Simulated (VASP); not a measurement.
Input:

```
V3Si
1.0
    4.64222     0.00000     0.00000
    0.00000     4.64222     0.00000
    0.00000     0.00000     4.64222
V Si
6 2
Direct
  0.25000   0.00000   0.50000
  0.50000   0.25000   0.00000
  0.50000   0.75000   0.00000
  0.75000   0.00000   0.50000
  0.00000   0.50000   0.75000
  0.00000   0.50000   0.25000
  0.50000   0.50000   0.50000
  0.00000   0.00000   0.00000
```

The numbers are results of PBEsol GGA, VASP's PBE PAW potentials (set 64) (plane waves; VASP), not measurements. Run with 400 eV cut-off, 8×8×8 Γ-centred mesh, tetrahedra with Blöchl corrections, potentials V_sv Si.

The cores are frozen, which limits the accuracy of field gradients.

Task: Give the principal components of the electric field gradient (V/Å²) and the asymmetry η at each nucleus.

Result: 
| atom | Vxx | Vyy | Vzz | η |
|---|---|---|---|---|
| V1 | -17.6 | -17.6 | 35.2 | 0.00 |
| V2 | -17.6 | -17.6 | 35.2 | 0.00 |
| V3 | -17.6 | -17.6 | 35.2 | 0.00 |
| V4 | -17.6 | -17.6 | 35.2 | 0.00 |
| V5 | -17.6 | -17.6 | 35.2 | 0.00 |
| V6 | -17.6 | -17.6 | 35.2 | 0.00 |
| Si7 | 0.0 | 0.0 | 0.0 | - |
| Si8 | 0.0 | 0.0 | 0.0 | - |

The compound is V3Si in the A15 structure. It was relaxed first. The run is not spin-polarised, so no magnetic state was tried.
